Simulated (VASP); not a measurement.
These are PBEsol GGA, VASP's PBE PAW potentials (set 64) (plane waves; VASP) values and carry that method's errors. Each cell was relaxed at this level.

Without a dispersion term in the relaxation, distances and binding between the weakly bound layers, chains or molecules are unreliable, and so is what depends on them.

### Question
Which of these has an unstable (imaginary) mode at Γ?
A. BaLiSi, P-6m2 (187)
B. WO3, P4/nmm (129)
C. PtCl2, Pnnm (58)
D. TaN, P-6m2 (187)

### Answer
B, WO3, P4/nmm (129). Its optical Γ-point modes are 149i (×2), 47i, 130, 245 (×2), 245 (×2), 247, 306 (×2), 317, 361 (×2), 446, 492, 599 (×2), 770, 776, 1034 cm⁻¹.
